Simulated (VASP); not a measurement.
Crystal: WSe2.

```
Se W
1.0
     3.31993    0.00000    0.00000
    -1.65997    2.87515    0.00000
     0.00000    0.00000   13.73719
Se W
4 2
Direct
  0.33333 0.66667 0.87100
  0.66667 0.33333 0.37100
  0.33333 0.66667 0.62900
  0.66667 0.33333 0.12900
  0.66667 0.33333 0.75000
  0.33333 0.66667 0.25000
```

The cell is a database's computed one.

| Quantity | Value |
| --- | --- |
| Program | VASP 6.6.1 |
| Task | relaxation of cell and atoms |
| Functional | LDA |
| Potentials or basis | VASP PAW LDA potentials, release 64 (Se, W_sv) |
| Cutoff | 600 eV |
| k mesh | 12 × 12 × 3 |
| Occupations | fermi-dirac, width 0.05 eV |
| Spin | no spin polarisation |

At the start: pressure -4.7 GPa; volume 21.85 Å³/atom.

Task: How do energy, volume and symmetry change on relaxing?

Result: Over 24 steps the energy falls by 23.8 meV/atom and the volume is 19.66 Å³/atom (-10.0 %); space group P6_3/mmc (No. 194, to 0.05 Å).

The path:
| step | energy change (eV) | largest force (eV/Å) | pressure (GPa) | volume (Å³) |
| --- | --- | --- | --- | --- |
| 1 | 0.0000 | 0.2377 | -4.70 | 131.13 |
| 2 | 0.1744 | 1.6237 | 10.38 | 119.32 |
| 3 | -0.0701 | 0.3535 | -0.12 | 126.84 |
| 4 | -0.0895 | 0.0948 | -0.23 | 125.63 |
| 5 | -0.0896 | 0.0852 | -0.23 | 125.58 |
| 6 | -0.0936 | 0.1178 | 0.05 | 124.93 |
| 7 | -0.1027 | 0.2194 | 0.95 | 123.00 |
| 8 | -0.1038 | 0.4330 | 2.99 | 119.17 |
| 9 | -0.1061 | 0.3465 | 2.09 | 120.78 |
| 10 | -0.1067 | 0.3436 | 2.09 | 120.73 |
| 11 | -0.1084 | 0.3367 | 2.07 | 120.58 |
| 12 | -0.1116 | 0.3219 | 2.02 | 120.28 |
| 13 | -0.1175 | 0.2933 | 1.94 | 119.69 |
| 14 | -0.1272 | 0.2365 | 1.79 | 118.51 |
| 15 | -0.1355 | 0.1226 | 1.68 | 116.14 |
| 16 | -0.1396 | 0.0595 | 1.02 | 116.75 |
| 17 | -0.1420 | 0.0354 | 0.07 | 117.68 |
| 18 | -0.1420 | 0.0398 | 0.05 | 117.72 |
| 19 | -0.1420 | 0.0473 | -0.03 | 117.80 |
| 20 | -0.1420 | 0.0433 | 0.01 | 117.75 |
| 21 | -0.1424 | 0.0314 | 0.02 | 117.80 |
| 22 | -0.1429 | 0.0030 | 0.03 | 117.93 |
| 23 | -0.1430 | 0.0139 | 0.03 | 117.96 |
| 24 | -0.1430 | 0.0085 | -0.01 | 117.99 |

Final structure:
```xyz
6
Lattice="3.2549 0.0000 0.0000 -1.6274 2.8188 0.0000 0.0000 0.0000 12.8598" Properties=species:S:1:pos:R:3 pbc="T T T"
Se    0.0000    1.8792   11.3151
Se    1.6274    0.9396    4.8852
Se    0.0000    1.8792    7.9746
Se    1.6274    0.9396    1.5447
W     1.6274    0.9396    9.6449
W     0.0000    1.8792    3.2150
```
